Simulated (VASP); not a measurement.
A run of VASP 6.6.1 is set up as follows.

The input INCAR:

```
SYSTEM = CdSiGe62
  ALGO = Normal
  EDIFF = 1E-8
  ENCUT = 360
  GGA = PS
  ISIF = 2
  ISMEAR = 0
  LASPH = .True.
  LCHARG = .False.
  LEFG = .True.
  LREAL = .False.
  LWAVE = .False.
  NELECT = 266
  NELM = 80
  PREC = Accurate
  SIGMA = 0.02
```

Contents of KPOINTS:

```
k-points
0
Gamma
  2 2 2
  0 0 0
```

File POSCAR:

```
CdSiGe62                                
1.0
   11.3800000000      0.0000000000      0.0000000000
    0.0000000000     11.3800000000      0.0000000000
    0.0000000000      0.0000000000     11.3800000000
  Cd              Ge              Si            
     1    62     1
Direct
     0.0013687302585219    0.0010583976113821    0.0014168108335031
     0.2500099995422333    0.0033844497497038    0.2507262202486719
     0.2498840105691054    0.2505657716543736    0.0034321039585633
     0.1250153538268458    0.1305780454588194    0.1307512962903652
     0.1222166157318113    0.3742208954048820    0.3742468909446715
     0.3758785379048722    0.1245747884754127    0.3760527512554148
     0.3758931070325319    0.3760236821787746    0.1243263731646613
     0.0001026746094091    0.0006572440319301    0.4994700929840125
     0.9969331988659623    0.2507778705253004    0.7492889382207693
     0.2506706419978458    0.9970580584364647    0.7491878212383251
     0.2489012205054010    0.2496359813592110    0.4997444194284555
     0.1245691073696644    0.1247201142953752    0.6265023002168343
     0.1246362162174917    0.3735251310413378    0.8753004718009116
     0.3732352973927716    0.1243472312963659    0.8758222585634664
     0.3747033011096728    0.3746402108664708    0.6250675380241099
     0.0002812496234487    0.4993078299217203    0.0007012603978710
     0.9969129765852842    0.7492716648865690    0.2507524675762469
     0.2487853475671118    0.4995679798153727    0.2493963535726416
     0.2508159908290993    0.7492293831957273    0.9970096068504664
     0.1246029539645739    0.6265718465928851    0.1245911056702322
     0.1245030585145674    0.8753588416035422    0.3735616621684014
     0.3745955530738356    0.6248128947282603    0.3745047204325220
     0.3733269056196200    0.8756830559710995    0.1245444852359160
     0.9999968251823166    0.4996544734862743    0.4996080799168047
     0.0031491028338904    0.7491086441477252    0.7491039980216005
     0.2496902469419425    0.4997172329428970    0.7504759214146842
     0.2497483411176116    0.7505071170513806    0.4995111278006640
     0.1248227079644346    0.6236650467451357    0.6235247862226416
     0.1270355400469274    0.8729457405781933    0.8729760935230386
     0.3762931111551366    0.6239139981454733    0.8754450943043440
     0.3761526789885578    0.8754998771261044    0.6238661130644036
     0.5001468015489307    0.9999415042381726    0.0001037748513974
     0.5000524705950042    0.2495912955707052    0.2495041228355998
     0.7499222349654868    0.9977894580588226    0.2507148603158945
     0.7502673807942495    0.2505332583304649    0.9979856140112453
     0.6264353757332634    0.1246466336542060    0.1246903113708248
     0.6253277167552752    0.3747040866036835    0.3746628634458208
     0.8777422063804146    0.1266778939054610    0.3714432032139028
     0.8779964878517859    0.3713313386897427    0.1268959443100774
     0.4999947481112684    0.0001456482105099    0.4999390651435034
     0.4998510587020598    0.2493730211786948    0.7507380828256842
     0.7493360620178592    0.0028756811058712    0.7493520011042052
     0.7512413273235404    0.2495855885589654    0.4990960794664527
     0.6242991739056297    0.1246358960357063    0.6236637861574619
     0.6244609402125461    0.3758023263953370    0.8759240786334797
     0.8731873195485140    0.1267930016767488    0.8730417187980299
     0.8754454762058580    0.3762623631992550    0.6238935816808302
     0.5001391840512567    0.4998830485595316    0.9999953073933950
     0.4999044228657720    0.7503936895035536    0.2493563152232600
     0.7513476223900627    0.4990312846402880    0.2495756227915653
     0.7494771012610977    0.7491830121960389    0.0027400037929851
     0.6244616008897759    0.6235273576890242    0.1245088474764423
     0.6241377526288080    0.8757763052633970    0.3759639212044997
     0.8754363304913414    0.6239315785866891    0.3762572393067792
     0.8728753993287897    0.8729369066737446    0.1269903250423261
     0.5001910082840620    0.5000174429062566    0.5000224081844318
     0.5002519686373790    0.7505877005164283    0.7504648607244951
     0.7504633127677482    0.5002363874623020    0.7505401341016981
     0.7504956540657670    0.7506377779633193    0.5002090700286741
     0.6253299032428503    0.6254248443765322    0.6253307943639139
     0.6264803964967196    0.8753440710221883    0.8754364180317048
     0.8757333528221312    0.6259716533646444    0.8756704959968701
     0.8755690778966863    0.8757138840834281    0.6261871271347899
     0.0029630782855549    0.2512258904561494    0.2515222576925719
```

Potentials or basis: VASP PAW PBE potentials, release 64 (Cd, Ge, Si).

Launch:

```bash
$ cat potpaw_PBE.64/Cd/POTCAR potpaw_PBE.64/Ge/POTCAR potpaw_PBE.64/Si/POTCAR > POTCAR
$ mpirun -np 4 vasp_std > vasp.out
```

Task: Predict the band gap on the k mesh.

Result: 0.04 eV, direct.

Task: Predict the largest force.

Result: 0.007 eV/Å.

Forces on the atoms (eV/Å):
```
Cd   0.005  0.005  0.001
Ge  -0.003  0.001  0.000
Ge   0.001  0.000  0.000
Ge   0.001  0.005  0.004
Ge   0.001  0.000  0.001
Ge   0.002 -0.003 -0.001
Ge   0.002 -0.003  0.001
Ge   0.005  0.000 -0.003
Ge  -0.002  0.001 -0.001
Ge   0.000 -0.001 -0.001
Ge  -0.003  0.000 -0.006
Ge   0.002 -0.002 -0.005
Ge  -0.003  0.003  0.001
Ge   0.003  0.002  0.001
Ge  -0.001 -0.002 -0.001
Ge  -0.001 -0.001 -0.001
Ge   0.001 -0.001 -0.001
Ge  -0.001 -0.002  0.004
Ge  -0.001 -0.002  0.001
Ge   0.001 -0.005  0.002
Ge  -0.001  0.001  0.003
Ge  -0.002  0.000  0.000
Ge   0.000  0.001  0.001
Ge   0.001 -0.002  0.000
Ge  -0.002  0.000  0.001
Ge   0.000  0.001  0.003
Ge  -0.004 -0.001  0.003
Ge  -0.005  0.001  0.001
Ge   0.000  0.001  0.000
Ge   0.001  0.000 -0.002
Ge   0.002  0.000  0.000
Ge   0.003  0.003 -0.001
Ge  -0.002 -0.001 -0.002
Ge   0.004  0.002 -0.001
Ge   0.000  0.001 -0.002
Ge  -0.001  0.000 -0.002
Ge   0.002  0.000  0.002
Ge   0.000  0.003  0.003
Ge  -0.001  0.001  0.000
Ge   0.000 -0.002  0.001
Ge   0.001  0.000 -0.002
Ge   0.001 -0.002  0.001
Ge   0.000 -0.002  0.001
Ge   0.002  0.000  0.002
Ge   0.000 -0.001  0.001
Ge   0.001  0.001  0.002
Ge   0.000 -0.001 -0.001
Ge  -0.002 -0.001  0.000
Ge   0.001  0.002  0.002
Ge  -0.001  0.002 -0.001
Ge  -0.002  0.002  0.000
Ge  -0.001  0.002  0.003
Ge   0.002  0.004 -0.002
Ge   0.000 -0.002 -0.002
Ge   0.006  0.001 -0.001
Ge   0.003 -0.001  0.000
Ge  -0.005 -0.002  0.000
Ge   0.000 -0.003  0.000
Ge  -0.001 -0.003  0.001
Ge  -0.002  0.000  0.001
Ge  -0.003  0.000 -0.003
Ge  -0.001 -0.003  0.001
Ge   0.000  0.001 -0.004
Si  -0.003  0.002 -0.002
```

Caveat: the cell carries a net charge on a neutralising background, which shifts energy and pressure; the cell is charged against a uniform background, so pressure and absolute levels hang on convention; the PAW data sets were made with another functional, which shifts forces and pressure a little.
